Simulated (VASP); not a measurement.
# Ta: Ta into a neighbouring Ta vacancy, part 4 of 5

Wanted: the minimum-energy path in Ta for this move: Ta into a neighbouring Ta vacancy.

VASP 6.6.1; PBEsol; plane waves and PAW (Ta).

So far. Step 3 (Relax the start): The run ended after 9 ionic steps, 0.785 eV below its first step, once the forces on the free atoms met EDIFFG = -0.05. Step 4 (Relax the end): The run ended after 9 ionic steps, 0.835 eV below its first step, once the forces on the free atoms met EDIFFG = -0.05.

## Step 5: Nudged elastic band

Images on a straight line between the ends relax across the path, while springs keep them spaced along it.

Contents of INCAR:

```
SYSTEM = Ta
PREC = Normal
ENCUT = 280
EDIFF = 1E-05
NELM = 120
ISMEAR = 1
SIGMA = 0.15
LREAL = Auto
ALGO = Fast
GGA = PS
NBANDS = 174
LASPH = .TRUE.
LWAVE = .FALSE.
LCHARG = .FALSE.
NCORE = 2
IMAGES = 3
SPRING = -5
IBRION = 1
POTIM = 0.3
NSW = 50
EDIFFG = -0.05
ISYM = 0
ISIF = 0
```

Contents of POSCAR:

```
Ta
1.0
    9.8227434096      0.0000000000      0.0000000000
    0.0000000000      9.8227434096      0.0000000000
    0.0000000000      0.0000000000      9.8227434096
Ta
53
Direct
    0.3432793054      0.9996782267      0.9994087321
    0.6566684686      0.9997092625      0.9991798211
    0.0002926581      0.3432274006      0.9993317636
    0.0000871598      0.9997619098      0.3426016735
    0.1579931844      0.1578277178      0.1575762376
    0.3308472687      0.3307475691      0.9995350217
    0.3311516411      0.0000742975      0.3304056642
    0.5001955542      0.1688349843      0.1681749454
    0.6691611848      0.3309288555      0.9994440750
    0.6692333352      0.9999711578      0.3303550610
    0.8422478415      0.1578532195      0.1572127042
    0.9999831185      0.6567048358      0.9993063592
    0.0001613241      0.3309051522      0.3303995005
    0.1692276228      0.5000219588      0.1683864247
    0.3310251637      0.6691960846      0.9994167768
    0.0000651142      0.9998736084      0.6562430146
    0.1691128955      0.1689107210      0.4993265935
    0.3320806265      0.3316296023      0.3311518190
    0.5002045110      0.4998382261      0.1622958437
    0.6693043751      0.6690968220      0.9995098179
    0.3308962300      0.0000398668      0.6684990918
    0.5002037441      0.1627878452      0.4995599215
    0.6683108504      0.3315597104      0.3311497720
    0.8311366905      0.4997660201      0.1684767971
    0.6693280798      0.9999509589      0.6684432834
    0.8310989880      0.1688860949      0.4993465758
    0.0001744173      0.6691247555      0.3302078965
    0.1581899757      0.8418514321      0.1575466373
    0.9999417402      0.3308097581      0.6684616399
    0.1630450274      0.4998859144      0.4994153533
    0.3320390581      0.6678395083      0.3314075708
    0.5001489957      0.8307741248      0.1685845312
    0.1578649287      0.1576149452      0.8416325655
    0.3319928209      0.3318050684      0.6674570199
    0.5002403689      0.4997108572      0.4992106097
    0.6683458735      0.6680580169      0.3312042247
    0.8421875210      0.8422743938      0.1571537793
    0.4999659980      0.1690061075      0.8303681442
    0.6682032111      0.3318607860      0.6675563822
    0.8371420738      0.4999712330      0.4992879096
    0.8420546671      0.1577802415      0.8416919455
    0.0000571250      0.6688389399      0.6685595820
    0.1692565469      0.8307001120      0.4995222790
    0.1692650312      0.4998891437      0.8303361832
    0.3322401670      0.6677821454      0.6675066481
    0.5000660523      0.8370503768      0.4993476223
    0.5000844185      0.4998246455      0.8367761571
    0.6681651022      0.6679620932      0.6674512568
    0.8312058692      0.8307620042      0.4994037122
    0.8309426737      0.4998251908      0.8303037607
    0.1579699180      0.8418434592      0.8413484336
    0.5001391375      0.8308307587      0.8301910817
    0.8421564787      0.8420054468      0.8412563263
```

KPOINTS is that of step 4.

Contents of 00/POSCAR:

```
Ta
1.0
    9.8227434096      0.0000000000      0.0000000000
    0.0000000000      9.8227434096      0.0000000000
    0.0000000000      0.0000000000      9.8227434096
Ta
53
Direct
    0.3432793054      0.9996782267      0.9994087321
    0.6566684686      0.9997092625      0.9991798211
    0.0002926581      0.3432274006      0.9993317636
    0.0000871598      0.9997619098      0.3426016735
    0.1579931844      0.1578277178      0.1575762376
    0.3308472687      0.3307475691      0.9995350217
    0.3311516411      0.0000742975      0.3304056642
    0.5001955542      0.1688349843      0.1681749454
    0.6691611848      0.3309288555      0.9994440750
    0.6692333352      0.9999711578      0.3303550610
    0.8422478415      0.1578532195      0.1572127042
    0.9999831185      0.6567048358      0.9993063592
    0.0001613241      0.3309051522      0.3303995005
    0.1692276228      0.5000219588      0.1683864247
    0.3310251637      0.6691960846      0.9994167768
    0.0000651142      0.9998736084      0.6562430146
    0.1691128955      0.1689107210      0.4993265935
    0.3320806265      0.3316296023      0.3311518190
    0.5002045110      0.4998382261      0.1622958437
    0.6693043751      0.6690968220      0.9995098179
    0.3308962300      0.0000398668      0.6684990918
    0.5002037441      0.1627878452      0.4995599215
    0.6683108504      0.3315597104      0.3311497720
    0.8311366905      0.4997660201      0.1684767971
    0.6693280798      0.9999509589      0.6684432834
    0.8310989880      0.1688860949      0.4993465758
    0.0001744173      0.6691247555      0.3302078965
    0.1581899757      0.8418514321      0.1575466373
    0.9999417402      0.3308097581      0.6684616399
    0.1630450274      0.4998859144      0.4994153533
    0.3320390581      0.6678395083      0.3314075708
    0.5001489957      0.8307741248      0.1685845312
    0.1578649287      0.1576149452      0.8416325655
    0.3319928209      0.3318050684      0.6674570199
    0.5002403689      0.4997108572      0.4992106097
    0.6683458735      0.6680580169      0.3312042247
    0.8421875210      0.8422743938      0.1571537793
    0.4999659980      0.1690061075      0.8303681442
    0.6682032111      0.3318607860      0.6675563822
    0.8371420738      0.4999712330      0.4992879096
    0.8420546671      0.1577802415      0.8416919455
    0.0000571250      0.6688389399      0.6685595820
    0.1692565469      0.8307001120      0.4995222790
    0.1692650312      0.4998891437      0.8303361832
    0.3322401670      0.6677821454      0.6675066481
    0.5000660523      0.8370503768      0.4993476223
    0.5000844185      0.4998246455      0.8367761571
    0.6681651022      0.6679620932      0.6674512568
    0.8312058692      0.8307620042      0.4994037122
    0.8309426737      0.4998251908      0.8303037607
    0.1579699180      0.8418434592      0.8413484336
    0.5001391375      0.8308307587      0.8301910817
    0.8421564787      0.8420054468      0.8412563263
```

Contents of 01/POSCAR:

```
Ta
1.0
    9.8227434096      0.0000000000      0.0000000000
    0.0000000000      9.8227434096      0.0000000000
    0.0000000000      0.0000000000      9.8227434096
Ta
53
Direct
    0.3386274291      1.0018402396      1.0015611704
    0.6592567845      0.9991494794      0.9986713086
    0.0025066745      0.3384213466      1.0015241254
    0.0022424252      1.0019148255      0.3379677180
    0.1207428675      0.1204492686      0.1202117554
    0.3294215906      0.3291505351      1.0016879906
    0.3295445829      0.0021861840      0.3287852717
    0.5026522293      0.1682191926      0.1676908387
    0.6685364815      0.3320692226      0.9988747207
    0.6686430889      0.9993319861      0.3315293984
    0.8376139744      0.1599971356      0.1594201833
    0.9994389368      0.6592556463      0.9987169877
    0.0023595055      0.3292465850      0.3287540299
    0.1685870801      0.5024405754      0.1677226530
    0.3322336413      0.6685460746      0.9988172927
   -0.0004708138      0.9993034435      0.6587317464
    0.1684753225      0.1682764193      0.5017683421
    0.3302392113      0.3298431004      0.3294071263
    0.4995951116      0.4992272396      0.1632535591
    0.6687165620      0.6684095412      1.0003844439
    0.3321297659     -0.0005747973      0.6678488340
    0.4996121438      0.1636982202      0.4988728513
    0.6680094333      0.3325586751      0.3321201448
    0.8324015039      0.4991844335      0.1678367732
    0.6686923120      1.0008409782      0.6678550815
    0.8322838067      0.1682774146      0.4988145598
   -0.0003949556      0.6684248573      0.3314744348
    0.1603490601      0.8372038607      0.1597185327
    0.9994308113      0.3319894066      0.6679168276
    0.1640300852      0.4992460763      0.4988329670
    0.3329892875      0.6675047591      0.3322916218
    0.4995740905      0.8319578375      0.1678814814
    0.1601447761      0.1598330672      0.8369651849
    0.3329773176      0.3326948420      0.6670877497
    0.4998681765      0.4994300787      0.4988784790
    0.6679672959      0.6676731122      0.3306365911
    0.8405951042      0.8405542170      0.1594177443
    0.4994327116      0.1683309188      0.8315696585
    0.6677950398      0.3312537795      0.6671748212
    0.8365321676      0.4995684855      0.4989870837
    0.8404750902      0.1600004984      0.8400266377
    0.0010091022      0.6681909336      0.6679566130
    0.1686556156      0.8318948698      0.4988948078
    0.1686907045      0.4992623648      0.8315867051
    0.3316277972      0.6674525525      0.6671577588
    0.4997067646      0.8364286735      0.4989965620
    0.4997247066      0.4994741298      0.8361040588
    0.6678406817      0.6676337511      0.6671264245
    0.8321462780      0.8317335706      0.4990606859
    0.8319153424      0.4994199073      0.8312876043
    0.1601958858      0.8402549464      0.8397233065
    0.4997801673      0.8317680674      0.8311855254
    0.8403636739      0.8401923227      0.8394631922
```

Contents of 02/POSCAR:

```
Ta
1.0
    9.8227434096      0.0000000000      0.0000000000
    0.0000000000      9.8227434096      0.0000000000
    0.0000000000      0.0000000000      9.8227434096
Ta
53
Direct
    0.3339755528      1.0040022525      1.0037136088
    0.6618451004      0.9985896962      0.9981627960
    0.0047206908      0.3336152926      1.0037164872
    0.0043976905      1.0040677412      0.3333337626
    0.0834925506      0.0830708193      0.0828472732
    0.3279959125      0.3275535011      1.0038409594
    0.3279375247      0.0042980704      0.3271648792
    0.5051089044      0.1676034008      0.1672067320
    0.6679117782      0.3332095897      0.9983053664
    0.6680528426      0.9986928144      0.3327037358
    0.8329801072      0.1621410517      0.1616276623
    0.9988947551      0.6618064568      0.9981276162
    0.0045576869      0.3275880178      0.3271085593
    0.1679465374      0.5048591919      0.1670588814
    0.3334421190      0.6678960646      0.9982178086
   -0.0010067418      0.9987332786      0.6612204782
    0.1678377495      0.1676421176      0.5042100908
    0.3283977961      0.3280565984      0.3276624336
    0.4989857122      0.4986162530      0.1642112744
    0.6681287490      0.6677222604      1.0012590700
    0.3333633018     -0.0011894613      0.6671985762
    0.4990205436      0.1646085952      0.4981857811
    0.6677080162      0.3335576398      0.3330905176
    0.8336663173      0.4986028470      0.1671967494
    0.6680565441      1.0017309975      0.6672668796
    0.8334686254      0.1676687342      0.4982825438
   -0.0009643285      0.6677249591      0.3327409732
    0.1625081444      0.8325562892      0.1618904281
    0.9989198824      0.3331690551      0.6673720152
    0.1650151430      0.4986062382      0.4982505808
    0.3339395170      0.6671700098      0.3331756729
    0.4989991853      0.8331415502      0.1671784316
    0.1624246234      0.1620511893      0.8322978042
    0.3339618142      0.3335846156      0.6667184796
    0.4994959840      0.4991493002      0.4985463482
    0.6675887184      0.6672882074      0.3300689575
    0.8390026873      0.8388340402      0.1616817092
    0.4988994251      0.1676557300      0.8327711727
    0.6673868684      0.3306467730      0.6667932601
    0.8359222615      0.4991657380      0.4986862578
    0.8388955134      0.1622207554      0.8383613298
    0.0019610795      0.6675429272      0.6673536441
    0.1680546843      0.8330896276      0.4982673365
    0.1681163778      0.4986355860      0.8328372270
    0.3310154273      0.6671229596      0.6668088694
    0.4993474770      0.8358069702      0.4986455018
    0.4993649947      0.4991236142      0.8354319604
    0.6675162613      0.6673054090      0.6668015921
    0.8330866868      0.8327051370      0.4987176596
    0.8328880110      0.4990146238      0.8322714480
    0.1624218536      0.8386664336      0.8380981794
    0.4994211972      0.8327053762      0.8321799691
    0.8385708690      0.8383791986      0.8376700581
```

Contents of 03/POSCAR:

```
Ta
1.0
    9.8227434096      0.0000000000      0.0000000000
    0.0000000000      9.8227434096      0.0000000000
    0.0000000000      0.0000000000      9.8227434096
Ta
53
Direct
    0.3293236766      1.0061642655      1.0058660472
    0.6644334162      0.9980299130      0.9976542834
    0.0069347072      0.3288092386      1.0059088490
    0.0065529558      1.0062206568      0.3286998071
    0.0462422338      0.0456923700      0.0454827911
    0.3265702344      0.3259564670      1.0059939283
    0.3263304665      0.0064099569      0.3255444867
    0.5075655794      0.1669876091      0.1667226253
    0.6672870750      0.3343499568      0.9977360120
    0.6674625962      0.9980536427      0.3338780733
    0.8283462400      0.1642849679      0.1638351414
    0.9983505734      0.6643572673      0.9975382447
    0.0067558683      0.3259294506      0.3254630887
    0.1673059948      0.5072778084      0.1663951098
    0.3346505966      0.6672460546      0.9976183245
   -0.0015426698      0.9981631136      0.6637092101
    0.1672001765      0.1670078160      0.5066518394
    0.3265563809      0.3262700965      0.3259177409
    0.4983763128      0.4980052664      0.1651689898
    0.6675409359      0.6670349797      1.0021336960
    0.3345968378     -0.0018041254      0.6665483183
    0.4984289434      0.1655189702      0.4974987109
    0.6674065992      0.3345566045      0.3340608904
    0.8349311307      0.4980212604      0.1665567256
    0.6674207763      1.0026210168      0.6666786776
    0.8346534441      0.1670600538      0.4977505278
   -0.0015337014      0.6670250609      0.3340075115
    0.1646672288      0.8279087178      0.1640623236
    0.9984089534      0.3343487036      0.6668272028
    0.1660002007      0.4979664000      0.4976681946
    0.3348897464      0.6668352606      0.3340597240
    0.4984242801      0.8343252628      0.1664753817
    0.1647044708      0.1642693114      0.8276304236
    0.3349463108      0.3344743893      0.6663492094
    0.4991237916      0.4988685218      0.4982142175
    0.6672101408      0.6669033026      0.3295013239
    0.8374102705      0.8371138634      0.1639456742
    0.4983661386      0.1669805413      0.8339726869
    0.6669786971      0.3300397665      0.6664116990
    0.8353123554      0.4987629905      0.4983854320
    0.8373159365      0.1644410123      0.8366960220
    0.0029130568      0.6668949209      0.6667506752
    0.1674537531      0.8342843855      0.4976398652
    0.1675420511      0.4980088071      0.8340877490
    0.3304030574      0.6667933666      0.6664599800
    0.4989881893      0.8351852669      0.4982944416
    0.4990052828      0.4987730986      0.8347598621
    0.6671918408      0.6669770668      0.6664767598
    0.8340270957      0.8336767034      0.4983746334
    0.8338606797      0.4986093404      0.8332552916
    0.1646478213      0.8370779209      0.8364730522
    0.4990622270      0.8336426849      0.8331744128
    0.8367780642      0.8365660744      0.8358769239
```

Contents of 04/POSCAR:

```
Ta
1.0
    9.8227434096      0.0000000000      0.0000000000
    0.0000000000      9.8227434096      0.0000000000
    0.0000000000      0.0000000000      9.8227434096
Ta
53
Direct
    0.3246718003      1.0083262784      1.0080184855
    0.6670217321      0.9974701299      0.9971457709
    0.0091487236      0.3240031846      1.0081012108
    0.0087082212      1.0083735725      0.3240658516
    0.0089919169      0.0083139208      0.0081183089
    0.3251445563      0.3243594330      1.0081468972
    0.3247234083      0.0085218434      0.3239240942
    0.5100222545      0.1663718174      0.1662385186
    0.6666623717      0.3354903239      0.9971666577
    0.6668723499      0.9974144710      0.3350524107
    0.8237123729      0.1664288840      0.1660426205
    0.9978063917      0.6669080778      0.9969488732
    0.0089540497      0.3242708834      0.3238176181
    0.1666654521      0.5096964250      0.1657313381
    0.3358590742      0.6665960446      0.9970188404
   -0.0020785978      0.9975929487      0.6661979419
    0.1665626035      0.1663735143      0.5090935880
    0.3247149657      0.3244835946      0.3241730482
    0.4977669134      0.4973942799      0.1661267052
    0.6669531228      0.6663476989      1.0030083220
    0.3358303737     -0.0024187895      0.6658980605
    0.4978373431      0.1664293452      0.4968116407
    0.6671051821      0.3355555692      0.3350312632
    0.8361959441      0.4974396738      0.1659167017
    0.6667850085      1.0035110361      0.6660904757
    0.8358382628      0.1664513735      0.4972185118
   -0.0021030743      0.6663251627      0.3352740499
    0.1668263132      0.8232611463      0.1662342190
    0.9978980245      0.3355283521      0.6662823905
    0.1669852585      0.4973265619      0.4970858083
    0.3358399758      0.6665005113      0.3349437750
    0.4978493749      0.8355089755      0.1657723319
    0.1669843182      0.1664874334      0.8229630430
    0.3359308075      0.3353641629      0.6659799392
    0.4987515992      0.4985877433      0.4978820868
    0.6668315632      0.6665183979      0.3289336903
    0.8358178536      0.8353936866      0.1662096392
    0.4978328522      0.1663053526      0.8351742012
    0.6665705258      0.3294327600      0.6660301380
    0.8347024492      0.4983602430      0.4980846061
    0.8357363596      0.1666612692      0.8350307142
    0.0038650340      0.6662469146      0.6661477062
    0.1668528218      0.8354791433      0.4970123940
    0.1669677244      0.4973820282      0.8353382709
    0.3297906876      0.6664637737      0.6661110907
    0.4986289016      0.8345635636      0.4979433813
    0.4986455709      0.4984225829      0.8340877638
    0.6668674203      0.6666487247      0.6661519275
    0.8349675045      0.8346482698      0.4980316071
    0.8348333484      0.4982040569      0.8342391352
    0.1668737891      0.8354894081      0.8348479251
    0.4987032568      0.8345799936      0.8341688565
    0.8349852594      0.8347529503      0.8340837898
```

Launch:

```bash
$ mpirun -np 6 vasp_std
```

Log:

```text
[banner, memory and clock lines left out]
running    6 mpi-ranks, on    1 nodes
 each image running on    2 cores
 distrk:  each k-point on    2 cores,    1 groups
 distr:  one band on    2 cores,    1 groups

 POSCAR found type information on POSCAR Ta
 01/POSCAR found :  1 types and      53 ions
 [... a notice as in an earlier step ...]

 LDA part: xc-table for (Slater+PW92), standard interpolation
 POSCAR found type information on POSCAR Ta
 00/POSCAR found :  1 types and      53 ions
 POSCAR found type information on POSCAR Ta
 04/POSCAR found :  1 types and      53 ions
 POSCAR, INCAR and KPOINTS ok, starting setup
 FFT: planning ... GRIDC
 FFT: planning ... GRID_SOFT
 FFT: planning ... GRID
 WAVECAR not read
 entering main loop
       N       E                     dE             d eps       ncg     rms          rms(c)
DAV:   1     0.187901135864E+03    0.18790E+03   -0.73692E+04  1392   0.781E+02
DAV:   2    -0.614971336536E+03   -0.80287E+03   -0.76280E+03  1664   0.155E+02
DAV:   3    -0.689646373369E+03   -0.74675E+02   -0.65603E+02  1968   0.383E+01
DAV:   4    -0.693540056505E+03   -0.38937E+01   -0.37745E+01  2008   0.942E+00
DAV:   5    -0.693649693912E+03   -0.10964E+00   -0.10893E+00  2120   0.159E+00    0.111E+02
RMM:   6    -0.674315899017E+03    0.19334E+02   -0.20571E+01  1392   0.736E+00    0.564E+01
RMM:   7    -0.670358262854E+03    0.39576E+01   -0.28736E+01  1413   0.859E+00    0.105E+01
RMM:   8    -0.664996919470E+03    0.53613E+01   -0.84807E+00  1398   0.444E+00    0.237E+00
RMM:   9    -0.665130449652E+03   -0.13353E+00   -0.31872E+00  1775   0.223E+00    0.204E+00
RMM:  10    -0.665061095559E+03    0.69354E-01   -0.29567E-01  1467   0.868E-01    0.116E+00
RMM:  11    -0.665056941335E+03    0.41542E-02   -0.13755E-01  1598   0.496E-01    0.618E-01
RMM:  12    -0.665054628738E+03    0.23126E-02   -0.40780E-02  1686   0.266E-01    0.293E-01
RMM:  13    -0.665053691342E+03    0.93740E-03   -0.12837E-02  1761   0.135E-01    0.166E-01
RMM:  14    -0.665053855000E+03   -0.16366E-03   -0.40491E-03  1751   0.729E-02    0.756E-02
RMM:  15    -0.665053846113E+03    0.88869E-05   -0.10142E-03  1731   0.375E-02    0.360E-02
RMM:  16    -0.665053831557E+03    0.14556E-04   -0.25233E-04  1714   0.187E-02    0.143E-02
RMM:  17    -0.665053829522E+03    0.20343E-05   -0.57302E-05  1160   0.913E-03
   1 F= -.66505383E+03 E0= -.66506915E+03  d E =-.665054E+03
[...]
2 F= -.66512132E+03 E0= -.66513733E+03  d E =-.674864E-01
[...]
3 F= -.66519026E+03 E0= -.66520680E+03  d E =-.689429E-01
[...]
4 F= -.66520492E+03 E0= -.66522132E+03  d E =-.146646E-01
[...]
5 F= -.66522037E+03 E0= -.66523618E+03  d E =-.154482E-01
[...]
6 F= -.66522398E+03 E0= -.66523946E+03  d E =-.361136E-02
 BRION: g(F)=  0.478E-02 g(S)=  0.000E+00 retain N=  1 mean eig= 6.28
 eig:   6.275
 bond charge predicted
       N       E                     dE             d eps       ncg     rms          rms(c)
DAV:   1    -0.665226837240E+03   -0.28532E-02   -0.15054E+00  1404   0.233E+00    0.207E-01
RMM:   2    -0.665227331256E+03   -0.49402E-03   -0.13764E-02  1504   0.203E-01    0.125E-01
RMM:   3    -0.665227253417E+03    0.77839E-04   -0.49684E-03  1720   0.889E-02    0.888E-02
RMM:   4    -0.665227178339E+03    0.75078E-04   -0.10077E-03  1634   0.420E-02    0.548E-02
RMM:   5    -0.665227112469E+03    0.65870E-04   -0.29998E-04  1572   0.252E-02    0.184E-02
RMM:   6    -0.665227115768E+03   -0.32992E-05   -0.11860E-04  1634   0.133E-02    0.103E-02
RMM:   7    -0.665227115974E+03   -0.20619E-06   -0.14772E-05   839   0.593E-03
   7 F= -.66522712E+03 E0= -.66524205E+03  d E =-.313299E-02
 BRION: g(F)=  0.250E-02 g(S)=  0.000E+00 retain N=  1 mean eig= 6.73
 eig:   6.732
 reached required accuracy - stopping structural energy minimisation
```

Run time: 6.3 min. Hardware: 6 MPI ranks of Intel Xeon 6975P-C (Granite Rapids), shared host; peak memory 1.5 GiB; 38 min of CPU time.

(Continued in part 5 of 5.)

[Lines on the potential files, build, host, timing and source positions are cut from VASP's logs without a mark.]

[Logs are printed without paths, hosts, clocks, repeated set-up lines and the standing remarks that a program may print on its own settings, such as how far it seeks lower states.]

[Hosts, paths, dates, database ids (printed as entryN), source tags and the programs' standing remarks are cut or masked in the printed files.]

[Runs that stopped without an error message from VASP are left out.]
